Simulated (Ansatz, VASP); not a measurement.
# ScAgC4N4: VASP beside Ansatz

Contents of INCAR:

```
SYSTEM = ScAgC4N4
PREC = Accurate
ENCUT = 520
EDIFF = 1E-6
ISMEAR = 0
SIGMA = 0.1
LREAL = .False.
LASPH = .True.
NELM = 100
ALGO = Normal
ISIF = 2
LWAVE = .False.
LCHARG = .False.
GGA = PE
NBANDS = 40
```

KPOINTS

```
regular mesh
0
Gamma
  4 4 4
  0 0 0
```

File POSCAR:

```
ScAgC4N4
1.0
    6.1337692600      0.0000000000      0.0000000000
    0.0000000000      6.1337692600      0.0000000000
    0.0000000000      0.0000000000      6.1337692600
Sc Ag C N
1 1 4 4
Direct
    0.5000000000      0.5000000000      0.5000000000
    0.0000000000      0.0000000000      0.0000000000
    0.1903238000      0.1903238000      0.1903238000
    0.1903238000      0.8096762000      0.8096762000
    0.8096762000      0.1903238000      0.8096762000
    0.8096762000      0.8096762000      0.1903238000
    0.3004518100      0.3004518100      0.3004518100
    0.3004518100      0.6995481900      0.6995481900
    0.6995481900      0.3004518100      0.6995481900
    0.6995481900      0.6995481900      0.3004518100
```

Input for Ansatz:

```yaml
crystal:
  lattice:
    - [6.13376926, 0.0, 0.0]
    - [0.0, 6.13376926, 0.0]
    - [0.0, 0.0, 6.13376926]
  atoms:
    - { symbol: Sc, position: [0.5, 0.5, 0.5] }
    - { symbol: Ag, position: [0.0, 0.0, 0.0] }
    - { symbol: C, position: [0.1903238, 0.1903238, 0.1903238] }
    - { symbol: C, position: [0.1903238, 0.8096762, 0.8096762] }
    - { symbol: C, position: [0.8096762, 0.1903238, 0.8096762] }
    - { symbol: C, position: [0.8096762, 0.8096762, 0.1903238] }
    - { symbol: "N", position: [0.30045181, 0.30045181, 0.30045181] }
    - { symbol: "N", position: [0.30045181, 0.69954819, 0.69954819] }
    - { symbol: "N", position: [0.69954819, 0.30045181, 0.69954819] }
    - { symbol: "N", position: [0.69954819, 0.69954819, 0.30045181] }
basis:
  ecutwfc: 420
kpoints:
  mp_grid: { grid: [4, 4, 4] }
hamiltonian:
  xc: pbe
scf:
  occupations: { method: gaussian, width: 0.1 }
  lower_state_search: "off"
output:
  forces: true
  stress: true
  eigenvalues: true
```

Alike in both runs: task single point; functional PBE; k mesh 4 × 4 × 4; occupations gaussian, width 0.1 eV; no spin polarisation.

|  | VASP | Ansatz |
| --- | --- | --- |
| version | VASP 6.6.1 | Ansatz 0.2.0 |
| potentials or method | VASP PAW PBE potentials, release 64 (Sc_sv, Ag, C, N) | scalar-relativistic, plane waves, PAW |
| plane-wave cutoff (eV) | 520 | 420 |
| valence electrons in the cell | 58 | 66 |

|  | VASP | Ansatz | Ansatz less VASP |
| --- | --- | --- | --- |
| gap on the k mesh at the Fermi level (eV) | 2.59 | 2.59 | -0.004 |
| least direct gap on the mesh (eV) | 2.59 | 2.59 | -0.004 |
| pressure (GPa) | 2.8 | 2.4 | -0.37 |
| rms of the force components (eV/Å) | 0.668 | 0.561 | -0.1071 |

Atom by atom the forces differ by 0.192 eV/Å (rms over components). With one functional, cell and mesh, what is left measures potentials, basis and numerics. The two sets of potentials don't hold the same shells in valence.

Caveats: the standard files for N, O and F lose accuracy on very short bonds; forces of over 1 eV/Å show positions far from the minimum, so gaps and moduli don't describe the material at rest. A k mesh can miss the band edges.
